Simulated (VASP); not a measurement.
A convergence study with VASP on WSe2 (atoms displaced from the space group 194 structure): a few settings are varied, all else stays as given below, so the limit is that of these other settings. The cell's lengths are 1 % over those of the tabulated start and one atom is moved, so it is off equilibrium.

```
CELL_PARAMETERS angstrom
      1.65640    -2.86897     0.00000
      1.65640     2.86897     0.00000
      0.00000     0.00000    13.08960
ATOMIC_POSITIONS crystal
  W  0.33333 0.66667 0.25000
  W  0.66667 0.33333 0.75000
  Se 0.33333 0.66667 0.87900
  Se 0.66667 0.33333 0.37900
  Se 0.66667 0.33333 0.12100
  Se 0.35163 0.68496 0.62100
```

Method: PBEsol GGA, VASP's PBE PAW potentials (set 64) (plane waves; VASP 6.6.1). The last row used: LREAL = Auto, 600 eV cut-off, 7×7×2 Γ-centred mesh, Gaussian smearing of 0.050 eV, potentials W_sv Se.

| setting | E (eV/atom) | pressure (GPa) | largest force (eV/Å) | plane waves |
|---|---|---|---|---|
| ENCUT = 300, LREAL = .FALSE., PREC = Normal | -7.7471 | -4.13 | 0.660 | 1489 |
| ENCUT = 400, LREAL = .FALSE., PREC = Normal | -7.7476 | -3.94 | 0.662 | 2310 |
| ENCUT = 500, LREAL = .FALSE., PREC = Normal | -7.7479 | -3.91 | 0.662 | 3198 |
| ENCUT = 600, LREAL = .FALSE., PREC = Normal | -7.7480 | -3.89 | 0.662 | 4205 |
| ENCUT = 500, LREAL = .FALSE., PREC = Accurate | -7.7479 | -3.91 | 0.662 | 3198 |
| ENCUT = 600, LREAL = .FALSE., PREC = Accurate | -7.7480 | -3.89 | 0.662 | 4205 |
| ENCUT = 300, LREAL = Auto, PREC = Normal | -7.7469 | -4.14 | 0.661 | 1489 |
| ENCUT = 400, LREAL = Auto, PREC = Normal | -7.7481 | -3.95 | 0.662 | 2310 |
| ENCUT = 500, LREAL = Auto, PREC = Normal | -7.7486 | -3.71 | 0.685 | 3198 |
| ENCUT = 600, LREAL = Auto, PREC = Normal | -7.7484 | -3.78 | 0.658 | 4205 |
| ENCUT = 300, LREAL = Auto, PREC = Accurate | -7.7472 | -4.13 | 0.660 | 1489 |
| ENCUT = 400, LREAL = Auto, PREC = Accurate | -7.7482 | -3.94 | 0.663 | 2310 |
| ENCUT = 500, LREAL = Auto, PREC = Accurate | -7.7482 | -3.89 | 0.663 | 3198 |
| ENCUT = 600, LREAL = Auto, PREC = Accurate | -7.7485 | -3.89 | 0.661 | 4205 |

Left out are rungs that failed or repeat a setting and relaxations that didn't move; long series are thinned to 24 rows.

The compound is WSe2 in the 2H layered structure. The cell was not relaxed at this level, it is distorted from the ideal structure.
